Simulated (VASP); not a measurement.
Calculation: PBE GGA, VASP's PBE PAW potentials (set 64) (plane waves; VASP).

VASP input:

**POSCAR**
```
CaO
1
    0.0000000000     2.3092621471     2.3092621471
    2.3092621471     0.0000000000     2.3092621471
    2.3092621471     2.3092621471    -0.0000000000
Ca O
1 1
Direct
  0.0000000000   0.0000000000   0.0000000000
  0.5000000000   0.5000000000   0.5000000000
```

**INCAR**
```
SYSTEM = CaO
PREC = Accurate
ENCUT = 620
EDIFF = 1E-6
NELM = 100
ALGO = Normal
LREAL = .FALSE.
LASPH = .TRUE.
ISMEAR = 0
SIGMA = 0.05
GGA = PE
LWAVE = .FALSE.
LCHARG = .FALSE.
IBRION = 2
ISIF = 3
NSW = 40
EDIFFG = -0.02
PSTRESS = 200
```

### KPOINTS
```
Automatic mesh
0
gamma
 10 10 10
```

POTCAR, in this order: Ca_sv O (PBE.64 set). Program: vasp_std.

What VASP printed:

OSZICAR:
```
       N       E                     dE             d eps       ncg     rms          rms(c)
DAV:   1     0.147572341395E+03    0.14757E+03   -0.97961E+03  1136   0.159E+03
DAV:   2    -0.686423978493E+01   -0.15444E+03   -0.14585E+03  1276   0.370E+02
DAV:   3    -0.141007348730E+02   -0.72365E+01   -0.71755E+01  1412   0.832E+01
DAV:   4    -0.143486208529E+02   -0.24789E+00   -0.24768E+00  1680   0.136E+01
DAV:   5    -0.143517593883E+02   -0.31385E-02   -0.31384E-02  1372   0.154E+00    0.864E+00
DAV:   6    -0.126305904263E+02    0.17212E+01   -0.82385E+00  1300   0.281E+01    0.337E+00
DAV:   7    -0.126032692310E+02    0.27321E-01   -0.63629E-01  1528   0.826E+00    0.169E+00
DAV:   8    -0.126025193926E+02    0.74984E-03   -0.78044E-02  1236   0.330E+00    0.424E-01
DAV:   9    -0.126004391962E+02    0.20802E-02   -0.23796E-02  1400   0.143E+00    0.130E-01
DAV:  10    -0.126007571340E+02   -0.31794E-03   -0.19669E-03  1284   0.476E-01    0.293E-02
DAV:  11    -0.126008430029E+02   -0.85869E-04   -0.31453E-04  1540   0.157E-01    0.305E-02
DAV:  12    -0.126008267204E+02    0.16282E-04   -0.64041E-05  1332   0.949E-02    0.360E-03
DAV:  13    -0.126008269071E+02   -0.18671E-06   -0.44540E-06  1412   0.225E-02
   1 F= -.95263650E+01 E0= -.95263650E+01  d E =-.952636E+01
```

File OUTCAR:
```
------------------------ aborting loop because EDIFF is reached ----------------------------------------
  FORCE on cell =-STRESS in cart. coord.  units (eV):
  Direction    XX          YY          ZZ          XY          YZ          ZX
  --------------------------------------------------------------------------------------
  Total        3.0566023      3.0566023      3.0566023      0.0000000     -0.0000000     -0.0000000
  in kB      198.8381939    198.8381939    198.8381939      0.0000000     -0.0000000     -0.0000000
  external PRESSURE =      -1.1618061 kB  Pullay stress =     200.0000000 kB
  volume of cell :       24.63
      direct lattice vectors                 reciprocal lattice vectors
     0.000000000  2.309262147  2.309262147    -0.216519376  0.216519376  0.216519376
     2.309262147  0.000000000  2.309262147     0.216519376 -0.216519376  0.216519376
     2.309262147  2.309262147  0.000000000     0.216519376  0.216519376 -0.216519376
  FREE ENERGIE OF THE ION-ELECTRON SYSTEM (eV)
  ---------------------------------------------------
  free  energy   TOTEN  =       -12.6008269071 eV

  energy  without entropy=      -12.6008269071  energy(sigma->0) =      -12.60082691
  enthalpy is  TOTEN    =        -9.5263649805 eV   P V=        3.0744619266

 reached required accuracy - stopping structural energy minimisation
```
(Selected blocks of OUTCAR.)

The compound is CaO in the rock salt structure. It was relaxed first under an external pressure of 20 GPa.
